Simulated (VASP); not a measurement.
Input:

```yaml
crystal:
  lattice:
    - [0.00000, 2.73427, 2.73427]
    - [2.73427, 0.00000, 2.73427]
    - [2.73427, 2.73427, 0.00000]
  atoms:
    - { symbol: Si, position: [0.00000, 0.00000, 0.00000] }
    - { symbol: Si, position: [0.25000, 0.25000, 0.25000] }
```

Level of theory: PBE GGA, VASP's PBE PAW potentials (set 64) (plane waves; VASP). Settings: 520 eV cut-off, Gaussian smearing of 0.050 eV, potentials Si.

Problem. Estimate the band gap (along the path) with the smallest direct gap where there is one.

Solution. 
```
Item                                    Value
------------------------------------  -------
band gap (along the path)             0.61 eV
smallest direct gap (along the path)  2.56 eV
```

The compound is Si in the diamond structure. It was relaxed first.
